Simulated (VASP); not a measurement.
Shape and ions are relaxed at each volume.

Given:

```
CELL_PARAMETERS angstrom
      1.64610    -2.85112     0.00000
      1.64610     2.85112     0.00000
      0.00000     0.00000     5.08605
ATOMIC_POSITIONS crystal
  Sc 0.33333 0.66667 0.25000
  Sc 0.66667 0.33333 0.75000
```

These are optB86b-vdW, VASP's PBE PAW potentials (set 64) (plane waves; VASP 6.6.1) values and carry that method's errors. Numerical set-up: 520 eV cut-off, 13×13×7 Γ-centred mesh, first-order Methfessel-Paxton smearing of 0.10 eV, potentials Sc_sv.

Problem. Give the energy at these volumes per atom, relative to the lowest: 22.43, 23.14, 23.86, 24.58, 25.29 Å³.

Solution. 17.1, 4.2, 0.0, 3.6, 13.9 meV/atom. A third-order Birch-Murnaghan fit gives B0 = 57.4 GPa and B0′ = 3.5.

The compound is Sc in the hcp structure. It was relaxed first.
